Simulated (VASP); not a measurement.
VASP input:

File KPOINTS:
```
Automatic mesh
0
Gamma
9 9 9
0 0 0
```

INCAR:
```
SYSTEM = LaCu2
PREC = Accurate; ENCUT = 300; LREAL = .FALSE.
LASPH = .TRUE.
EDIFF = 1E-6; NELM = 100; ALGO = Normal
LMAXMIX = 6
ISMEAR = -1; SIGMA = 0.05
ISIF = 2
LWAVE = .FALSE.; LCHARG = .FALSE.
```

### POSCAR
```
LaCu2
4.300290
  1.0000000000   0.0000000000   0.0000000000
 -0.5000000000   0.8660253146   0.0000000000
  0.0000000000   0.0000000000   0.8955116980
La Cu
1 2
Cart
  0.0000000000   0.0000000000   0.0000000000
 -0.0000005000   0.5773504984   0.4477558490
  0.5000005000   0.2886748162   0.4477558490
```

POTCAR, in this order: La Cu (LDA.64 set). Program: vasp_std.

Problem. Write an equivalent input for Ansatz.

Solution. One equivalent input (not run):
Ansatz 0.2 input:
```yaml
crystal:
  lattice:
    - [4.3002900, 0.0000000, 0.0000000]
    - [-2.1501450, 3.7241600, 0.0000000]
    - [0.0000000, 0.0000000, 3.8509600]
  atoms:
    - { symbol: La, position: [0.0000000, 0.0000000, 0.0000000] }
    - { symbol: Cu, position: [0.3333330, 0.6666670, 0.5000000] }
    - { symbol: Cu, position: [0.6666670, 0.3333330, 0.5000000] }
kpoints:
  mp_grid: { grid: [9, 9, 9] }
hamiltonian:
  xc: lda
  pseudopotentials: { kind: paw }
scf:
  occupations: { method: fermi_dirac, width: 0.05 }
  max_iter: 100
output: { forces: true, stress: true, eigenvalues: true }
```
The two are equivalent in intent, not identical: each code has its own PAW files, so the cut-off isn't converted (ENCUT is set for VASP's; basis.ecutwfc is left out, and Ansatz then takes the one that its files recommend); Ansatz stops its SCF on the density residual and VASP on the energy change (EDIFF); Ansatz's lda is the Perdew-Wang form, while the LDA potentials of VASP carry Perdew-Zunger's.

The structure comes from a computed database's LaCu2 entry (P6/mmm); how it stands against other phases isn't given here. The cell was not relaxed at this level.
